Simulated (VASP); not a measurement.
Level of theory: revPBE GGA, VASP's PBE PAW potentials (set 64) (plane waves; VASP).

VASP ran on this input.

POSCAR:
```
BaHfO3
4.170
  1.0000000000   0.0000000000   0.0000000000
  0.0000000000   1.0000000000   0.0000000000
  0.0000000000   0.0000000000   1.0000000000
Ba Hf O
1 1 3
Cartesian
  0.0000000000   0.0000000000   0.0000000000
  0.5000000000   0.5000000000   0.5000000000
  0.5000000000   0.0000000000   0.5000000000
  0.0000000000   0.5000000000   0.5000000000
  0.5000000000   0.5000000000   0.0000000000
```

INCAR:
```
! general
SYSTEM   =  BaHfO3
PREC     =  Accurate
ENCUT    =  400
LREAL    =  .FALSE.
LASPH    =  .TRUE.   ! aspherical one-centre terms

! electronic loop
EDIFF    =  1E-6
NELM     =  100   ! most electronic steps
ALGO     =  Normal   ! blocked Davidson
LMAXMIX  =  6   ! l cut-off of mixed one-centre charges

! smearing
ISMEAR   =  0   ! Gaussian
SIGMA    =  0.01   ! width (eV)

! functional
GGA      =  RE   ! revPBE

! ions
ISIF     =  2   ! forces and stress, cell fixed

! output
LWAVE    =  .FALSE.
LCHARG   =  .FALSE.
```

**KPOINTS**
```
Automatic
0
gamma
4 4 4
0 0 0
```

POTCAR, in this order: Ba_sv Hf_pv O (PBE.64 set). Program: vasp_std.

Output

File OSZICAR:
```
       N       E                     dE             d eps       ncg     rms          rms(c)
DAV:   1     0.209162621150E+03    0.20916E+03   -0.18295E+04   460   0.130E+03
DAV:   2    -0.376004676181E+02   -0.24676E+03   -0.24234E+03   606   0.317E+02
DAV:   3    -0.484748990254E+02   -0.10874E+02   -0.10856E+02   597   0.684E+01
DAV:   4    -0.486585197970E+02   -0.18362E+00   -0.18355E+00   660   0.849E+00
DAV:   5    -0.486619953810E+02   -0.34756E-02   -0.34755E-02   644   0.760E-01    0.598E+01
DAV:   6    -0.418658468453E+02    0.67961E+01   -0.40333E+01   530   0.369E+01    0.524E+01
DAV:   7    -0.418119166197E+02    0.53930E-01   -0.21083E+00   588   0.960E+00    0.328E+01
DAV:   8    -0.418189375286E+02   -0.70209E-02   -0.29903E-01   566   0.464E+00    0.519E+00
DAV:   9    -0.418051725440E+02    0.13765E-01   -0.85630E-02   586   0.180E+00    0.154E+00
DAV:  10    -0.418055945206E+02   -0.42198E-03   -0.94471E-03   603   0.661E-01    0.497E-01
DAV:  11    -0.418054960460E+02    0.98475E-04   -0.61261E-04   601   0.170E-01    0.174E-01
DAV:  12    -0.418055693201E+02   -0.73274E-04   -0.14561E-04   613   0.839E-02    0.156E-01
DAV:  13    -0.418055749732E+02   -0.56531E-05   -0.11702E-05   611   0.242E-02    0.730E-03
DAV:  14    -0.418055752075E+02   -0.23428E-06   -0.15385E-06   460   0.871E-03
   1 F= -.41805575E+02 E0= -.41805575E+02  d E =-.310877E-27
```

**OUTCAR**
```
------------------------ aborting loop because EDIFF is reached ----------------------------------------
  FORCE on cell =-STRESS in cart. coord.  units (eV):
  Direction    XX          YY          ZZ          XY          YZ          ZX
  --------------------------------------------------------------------------------------
  Total        1.1874600      1.1874600      1.1874600      0.0000000     -0.0000000      0.0000000
  in kB       26.2374378     26.2374378     26.2374378      0.0000000     -0.0000000      0.0000000
  external PRESSURE =      26.2374378 kB  Pullay stress =       0.0000000 kB
  volume of cell :       72.51
      direct lattice vectors                 reciprocal lattice vectors
     4.170000000  0.000000000  0.000000000     0.239808153  0.000000000  0.000000000
     0.000000000  4.170000000  0.000000000     0.000000000  0.239808153  0.000000000
     0.000000000  0.000000000  4.170000000     0.000000000  0.000000000  0.239808153
 POSITION                                       TOTAL-FORCE (eV/Angst)
 -----------------------------------------------------------------------------------
      0.00000      0.00000      0.00000         0.000000      0.000000      0.000000
      2.08500      2.08500      2.08500         0.000000      0.000000      0.000000
      2.08500      0.00000      2.08500         0.000000      0.000000      0.000000
      0.00000      2.08500      2.08500         0.000000      0.000000      0.000000
      2.08500      2.08500      0.00000         0.000000      0.000000      0.000000
 -----------------------------------------------------------------------------------
    total drift:                                0.000000      0.000000      0.000000
  FREE ENERGIE OF THE ION-ELECTRON SYSTEM (eV)
  ---------------------------------------------------
  free  energy   TOTEN  =       -41.8055752075 eV

  energy  without entropy=      -41.8055752075  energy(sigma->0) =      -41.80557521
```
(Selected blocks of OUTCAR.)

**OUTCAR**
```
 val. band max:        2.5721413173   @ k =   0.5000   0.5000   0.5000

 cond. band min:       6.2139838635   @ k =   0.0000   0.0000   0.0000


 Fermi energy:         2.6463709262

 k-point     1 :       0.0000    0.0000    0.0000
  band No.  band energies     occupation
      1     -26.2384      2.00000
      2     -26.2384      2.00000
      3     -26.2384      2.00000
      4     -22.7179      2.00000
      5     -14.1745      2.00000
      6     -13.6494      2.00000
      7     -13.6494      2.00000
      8      -7.8651      2.00000
      9      -7.8651      2.00000
     10      -7.8651      2.00000
     11       0.9067      2.00000
     12       0.9067      2.00000
     13       0.9067      2.00000
     14       1.5948      2.00000
     15       1.5948      2.00000
     16       1.5948      2.00000
     17       2.3538      2.00000
     18       2.3538      2.00000
     19       2.3538      2.00000
     20       6.2140      0.00000
     21       6.2140      0.00000
     22       6.2140      0.00000
     23       7.3585      0.00000

 k-point     2 :       0.2500    0.0000    0.0000
  band No.  band energies     occupation
      1     -26.3067      2.00000
      2     -26.2363      2.00000
      3     -26.2363      2.00000
      4     -22.6808      2.00000
      5     -14.1829      2.00000
      6     -13.6353      2.00000
      7     -13.3450      2.00000
      8      -7.8255      2.00000
      9      -7.8255      2.00000
     10      -7.7563      2.00000
     11      -0.1435      2.00000
     12       0.7424      2.00000
     13       0.7424      2.00000
     14       1.1519      2.00000
     15       1.1519      2.00000
     16       1.2196      2.00000
     17       1.3056      2.00000
     18       2.1690      2.00000
     19       2.1690      2.00000
     20       6.4621      0.00000
     21       7.4885      0.00000
     22       7.4885      0.00000
     23       8.2395      0.00000

 k-point     3 :       0.5000    0.0000    0.0000
...
```

At this cut-off the stress carries a Pulay error, which pulls relaxed volumes low. Unless said otherwise, spin-orbit coupling is left out, though it shifts the bands of the heavy elements here.

The structure is a typed BaHfO3 crystal. The cell was not relaxed at this level. The run is one of a series of settings (GGA = RE against the base run), some of them coarse on purpose.
